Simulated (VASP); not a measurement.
Output of a VASP run:

OSZICAR:
```
...
DAV:  10    -0.131946871156E+02    0.83491E-07   -0.45546E-09   366   0.642E-04
   3 F= -.13194687E+02 E0= -.13194687E+02  d E =-.970421E-02
       N       E                     dE             d eps       ncg     rms          rms(c)
DAV:   1    -0.131946787771E+02    0.84220E-05   -0.47419E-04   702   0.140E-01    0.138E-02
DAV:   2    -0.131946850463E+02   -0.62692E-05   -0.29261E-05   797   0.460E-02    0.276E-03
DAV:   3    -0.131946853036E+02   -0.25734E-06   -0.63839E-07   827   0.740E-03    0.193E-03
DAV:   4    -0.131946855433E+02   -0.23967E-06   -0.50911E-07   707   0.672E-03    0.869E-04
DAV:   5    -0.131946853762E+02    0.16708E-06   -0.18349E-07   496   0.544E-03    0.316E-04
DAV:   6    -0.131946854959E+02   -0.11968E-06   -0.85302E-08   371   0.351E-03    0.366E-04
DAV:   7    -0.131946854571E+02    0.38767E-07   -0.99857E-09   366   0.108E-03
   4 F= -.13194685E+02 E0= -.13194685E+02  d E =-.970255E-02
       N       E                     dE             d eps       ncg     rms          rms(c)
DAV:   1    -0.131949723800E+02   -0.28688E-03   -0.95916E-03   702   0.600E-01    0.563E-02
DAV:   2    -0.131948187604E+02    0.15362E-03   -0.35355E-04   802   0.162E-01    0.272E-02
DAV:   3    -0.131948850472E+02   -0.66287E-04   -0.27046E-04   707   0.177E-01    0.141E-02
DAV:   4    -0.131948893533E+02   -0.43061E-05   -0.25342E-05   742   0.539E-02    0.702E-03
DAV:   5    -0.131948892371E+02    0.11614E-06   -0.92920E-06   712   0.362E-02    0.532E-03
DAV:   6    -0.131948903782E+02   -0.11411E-05   -0.52660E-06   702   0.283E-02    0.112E-03
DAV:   7    -0.131948916010E+02   -0.12228E-05   -0.69583E-07   792   0.113E-02    0.118E-03
DAV:   8    -0.131948912263E+02    0.37464E-06   -0.89548E-08   446   0.431E-03    0.580E-04
DAV:   9    -0.131948916573E+02   -0.43100E-06   -0.80816E-08   481   0.376E-03    0.434E-04
DAV:  10    -0.131948913237E+02    0.33362E-06   -0.29698E-08   366   0.250E-03    0.228E-04
DAV:  11    -0.131948914649E+02   -0.14114E-06   -0.39786E-09   366   0.781E-04    0.673E-05
DAV:  12    -0.131948913702E+02    0.94641E-07   -0.13174E-09   366   0.492E-04
   5 F= -.13194891E+02 E0= -.13194891E+02  d E =-.205913E-03
       N       E                     dE             d eps       ncg     rms          rms(c)
DAV:   1    -0.131952197821E+02   -0.32832E-03   -0.21191E-02   702   0.892E-01    0.838E-02
DAV:   2    -0.131948806283E+02    0.33915E-03   -0.78299E-04   802   0.241E-01    0.404E-02
DAV:   3    -0.131950275928E+02   -0.14696E-03   -0.59713E-04   707   0.263E-01    0.211E-02
DAV:   4    -0.131950373209E+02   -0.97281E-05   -0.55747E-05   742   0.799E-02    0.104E-02
DAV:   5    -0.131950360821E+02    0.12388E-05   -0.20486E-05   712   0.537E-02    0.788E-03
DAV:   6    -0.131950394696E+02   -0.33875E-05   -0.11419E-05   702   0.416E-02    0.165E-03
DAV:   7    -0.131950414972E+02   -0.20276E-05   -0.15234E-06   792   0.168E-02    0.169E-03
DAV:   8    -0.131950409122E+02    0.58503E-06   -0.22641E-07   574   0.687E-03    0.789E-04
DAV:   9    -0.131950415693E+02   -0.65716E-06   -0.18482E-07   501   0.571E-03    0.623E-04
DAV:  10    -0.131950411130E+02    0.45633E-06   -0.59675E-08   366   0.351E-03    0.318E-04
DAV:  11    -0.131950413184E+02   -0.20539E-06   -0.85675E-09   366   0.117E-03    0.925E-05
DAV:  12    -0.131950411794E+02    0.13904E-06   -0.29244E-09   366   0.740E-04    0.761E-05
DAV:  13    -0.131950412258E+02   -0.46429E-07   -0.48268E-10   366   0.256E-04
   6 F= -.13195041E+02 E0= -.13195041E+02  d E =-.355769E-03
```

OUTCAR:
```
------------------------ aborting loop because EDIFF is reached ----------------------------------------
  FORCE on cell =-STRESS in cart. coord.  units (eV):
  Direction    XX          YY          ZZ          XY          YZ          ZX
  --------------------------------------------------------------------------------------
  Total        0.2084356      0.2084356      0.2366147      0.0000000     -0.0000000      0.0000000
  in kB        3.9648169      3.9648168      4.5008326      0.0000000     -0.0000000      0.0000000
  external PRESSURE =       4.1434888 kB  Pullay stress =       0.0000000 kB
  volume of cell :       84.23
      direct lattice vectors                 reciprocal lattice vectors
     2.213249776 -3.833461047 -0.000000000     0.225912143 -0.130430437 -0.000000000
     2.213249776  3.833461047  0.000000000     0.225912143  0.130430437  0.000000000
     0.000000000 -0.000000000  4.963727368     0.000000000 -0.000000000  0.201461508
 POSITION                                       TOTAL-FORCE (eV/Angst)
 -----------------------------------------------------------------------------------
      2.70557     -2.98074      3.30915         0.001807      0.003130     -0.000000
      3.44186     -0.00000      0.00000        -0.003615      0.000000     -0.000000
      2.70557      2.98074      1.65457         0.001807     -0.003130      0.000000
 -----------------------------------------------------------------------------------
    total drift:                               -0.000202     -0.000445      0.000006
  FREE ENERGIE OF THE ION-ELECTRON SYSTEM (eV)
  ---------------------------------------------------
  free  energy   TOTEN  =       -13.1950412258 eV

  energy  without entropy=      -13.1950412258  energy(sigma->0) =      -13.19504123

 reached required accuracy - stopping structural energy minimisation
```
(Selected blocks of OUTCAR.)

File POSCAR:
```
Se
1
    2.2236552816    -3.8514839112     0.0000000000
    2.2236552816     3.8514839112     0.0000000000
    0.0000000000     0.0000000000     4.9173809350
Se
3
Direct
  0.0000000000   0.2187454075   0.6666670000
  0.7812545925   0.7812545925   0.0000000000
  0.2187454075   0.0000000000   0.3333330000
```

Task: Write an INCAR and KPOINTS that could have produced this output.

Result: One answer among several that fit: the input of the run itself, MS2 meta-GGA, plane waves, VASP's PBE PAW potentials (set 64).

### KPOINTS
```
Automatic mesh
0
Gamma
6 6 5
0 0 0
```

**INCAR**
```
SYSTEM = Se
PREC = Accurate; ENCUT = 520; LREAL = .FALSE.
LASPH = .TRUE.
EDIFF = 1E-7; NELM = 100; ALGO = Normal
LMAXMIX = 4; LMIXTAU = .TRUE.
ISMEAR = 0; SIGMA = 0.05
METAGGA = MS2
IBRION = 2; NSW = 30; ISIF = 4
EDIFFG = -0.01
LWAVE = .FALSE.; LCHARG = .FALSE.
```

POTCAR, in this order: Se (PBE.64 set). Program: vasp_std.

The compound is Se in the trig structure. This cell is one point of a volume scan, at 0.97 of the reference volume. Symmetry was kept, so distortions that lower it aren't found.
